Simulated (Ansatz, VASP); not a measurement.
## One calculation of PIr2, two programs

```xyz
3
Lattice="0.0000 2.7121 2.7675 2.7121 0.0000 2.7675 2.7121 2.7121 0.0000" Properties=species:S:1:pos:R:3 pbc="T T T"
P     0.0000    0.0000    0.0000
Ir    1.3561    1.3561    1.3838
Ir    4.0682    4.0682    4.1513
```

Change from the starting cell: equal xx and yy strain of -2 %.

Alike in both runs: task single point; functional LDA; k mesh 11 × 11 × 11; occupations fermi-dirac, width 0.05 eV; no spin polarisation.

```csv
,VASP,Ansatz
version,VASP 6.6.1,Ansatz 0.2.0
potentials or method,"VASP PAW LDA potentials, release 64 (P, Ir), cutoff 520 eV","all-electron LAPW, scalar-relativistic"
```

|  | VASP | Ansatz | Ansatz less VASP |
| --- | --- | --- | --- |
| pressure (GPa) | 10.7 | 8.5 | -2.24 |
| largest component of the traceless stress (GPa) | 7.25 | 7.15 | -0.098 |

Ansatz ran all-electron here, so the differences hold the error of VASP's frozen core and of both bases.

The runs have no spin-orbit coupling, so splittings on Ir are missing.
